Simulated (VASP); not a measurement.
Computed with r2SCAN meta-GGA, VASP's PBE PAW potentials (set 64) (plane waves; VASP).

A VASP calculation is set up with these files.

KPOINTS:
```
Automatic mesh
0
Gamma
11 11 4
0 0 0
```

File POSCAR:
```
WP
1
    3.0051150692     0.0000000000     0.0000000000
   -1.5025575346     2.6025059039    -0.0000000000
    0.0000000000    -0.0000000000     8.1518459779
W P
2 2
Direct
  0.3333330000   0.6666670000   0.0380986364
  0.6666670000   0.3333330000   0.5380986364
  0.3333330000   0.6666670000   0.3369013636
  0.6666670000   0.3333330000   0.8369013636
```

### INCAR
```
LMAXMIX = 6
SYSTEM = WP
EDIFFG = -0.02
NSW = 60   # most ionic steps
ISIF = 3
PREC = Accurate
LCHARG = .False.
LASPH = .True.   # aspherical one-centre terms
ISMEAR = 1   # Methfessel-Paxton
IBRION = 2
SIGMA = 0.1   # width (eV)
EDIFF = 1E-6
METAGGA = R2SCAN
ALGO = Normal   # blocked Davidson
LREAL = .False.   # projection in real space or not
LMIXTAU = .True.
LWAVE = .False.
NELM = 100   # most electronic steps
ENCUT = 400   # plane-wave cut-off (eV)
```

POTCAR, in this order: W_sv P (PBE.64 set). Program: vasp_std.

Energy and stress use the plane-wave basis of the starting cell. Unless said otherwise, spin-orbit coupling is left out, though it shifts the bands of the heavy elements here.

Q: What does the run give for the energy per atom (σ→0), volume per atom, band gap (on the k-mesh)?

A: 
* **energy per atom (σ→0)**: -30.014 eV/atom
* **band gap (on the k-mesh)**: none (metal, semimetal or under 0.01 eV)
* **volume per atom**: 16.38 Å³/atom

File OSZICAR:
```
...
DAV:   6    -0.120056399619E+03   -0.13453E-03   -0.24140E-04  2369   0.134E-01    0.184E-02
DAV:   7    -0.120056412944E+03   -0.13325E-04   -0.46497E-05  2432   0.636E-02    0.116E-02
DAV:   8    -0.120056404397E+03    0.85469E-05   -0.19692E-05  2432   0.448E-02    0.307E-03
DAV:   9    -0.120056411256E+03   -0.68589E-05   -0.55313E-06  2104   0.176E-02    0.158E-03
DAV:  10    -0.120056407908E+03    0.33476E-05   -0.11693E-06  1413   0.922E-03    0.580E-04
DAV:  11    -0.120056409215E+03   -0.13064E-05   -0.97463E-08  1237   0.329E-03    0.289E-04
DAV:  12    -0.120056408274E+03    0.94089E-06   -0.26423E-08  1209   0.169E-03
   5 F= -.12005641E+03 E0= -.12005717E+03  d E =-.111566E-01
```

The structure was generated: WP was put into the wurtzite type (P6_3mc), which need not be its known phase. This run relaxes it. Symmetry was kept, so distortions that lower it aren't found. The start is the result of an earlier pass.
